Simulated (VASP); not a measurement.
An input for Quantum ESPRESSO's pw.x (written as the equivalent of a VASP run, and not itself run):

```
&CONTROL
  calculation = 'scf'
  pseudo_dir = './pseudo'
  outdir = './out'
  tprnfor = .true.
  tstress = .true.
/
&SYSTEM
  ibrav = 0
  nat = 2
  ntyp = 2
  ecutwfc = 88
  occupations = 'smearing'
  smearing = 'gaussian'
  degauss = 0.003675
  input_dft = 'vdw-df2-b86r'
/
&ELECTRONS
  conv_thr = 7.3e-09
  electron_maxstep = 100
/
ATOMIC_SPECIES
  Na 22.990 Na.upf
  I 126.904 I.upf
CELL_PARAMETERS angstrom
     0.0000000    3.1869375    3.1869375
     3.1869375    0.0000000    3.1869375
     3.1869375    3.1869375    0.0000000
ATOMIC_POSITIONS crystal
  Na   0.0000000  0.0000000  0.0000000
  I    0.5000000  0.5000000  0.5000000
K_POINTS automatic
  7 7 7 0 0 0
```

Question: Translate this input to VASP (INCAR, KPOINTS, POSCAR, choice of POTCAR).

Answer: One answer among several that fit: 
### INCAR
```
# general
SYSTEM   = NaI
PREC     = Accurate
ENCUT    = 520
LREAL    = .False.
LASPH    = .True.

# electronic loop
EDIFF    = 1E-7
NELM     = 100
ALGO     = Normal
LMAXMIX  = 4

# smearing
ISMEAR   = 0
SIGMA    = 0.05

# functional
GGA      = MK
LUSE_VDW = .True.
AGGAC    = 0.0
PARAM1   = 0.1234568
PARAM2   = 0.7114
ZAB_VDW  = -1.8867

# ions
ISIF     = 2

# output
LWAVE    = .False.
LCHARG   = .False.
```

### KPOINTS
```
Automatic mesh
0
Gamma
7 7 7
0 0 0
```

### POSCAR
```
NaI
3.1869370
  0.0000000000   1.0000001472   1.0000001472
  1.0000001472   0.0000000000   1.0000001472
  1.0000001472   1.0000001472   0.0000000000
Na I
1 1
Cart
  0.0000000000   0.0000000000   0.0000000000
  1.0000001472   1.0000001472   1.0000001472
```

POTCAR, in this order: Na_pv I (PBE.64 set). Program: vasp_std.

Limits of the translation: the potentials are each code's own (VASP's PAW set, PseudoDojo norm-conserving files in pw.x), so ENCUT and ecutwfc are chosen apart and not converted; conv_thr bounds pw.x's estimated SCF error, while EDIFF bounds the energy change between steps.

The compound is NaI in the rock salt structure. This cell is one point of a volume scan, at 0.97 of the reference volume.
